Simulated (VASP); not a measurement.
Given:

```xyz
4
Lattice="3.9137 0.0000 0.0000 -1.9569 3.3894 0.0000 0.0000 0.0000 5.0724" Properties=species:S:1:pos:R:3 pbc="T T T"
Ni     1.9569     3.3894     5.0724
Ni     1.9569     3.3894     2.5362
Sb     0.0000     2.2596     1.2681
Sb     1.9569     1.1298     3.8043
```

The numbers are results of PBEsol GGA, VASP's PBE PAW potentials (set 64) (plane waves; VASP 6.6.1), not measurements. Run with 400 eV cut-off, 10×10×7 Γ-centred mesh, tetrahedra with Blöchl corrections, potentials Ni Sb.

The job: NiSb (relaxed from the NiAs type structure, space group P6_3/mmc), 4 atoms, PBEsol, static run, 400 eV, 10×10×7 Γ-centred mesh. Roughly how much core time does it take on a busy server core?

About 80 core-seconds (one run on a shared machine, a rough figure). It had 56 irreducible k-points, 19 bands, up to 1247 plane waves and 16 electronic steps.

The structure was generated: NiSb was put into the NiAs type type (P6_3/mmc), which need not be its known phase. It was relaxed first, which changed the volume by -24 %.
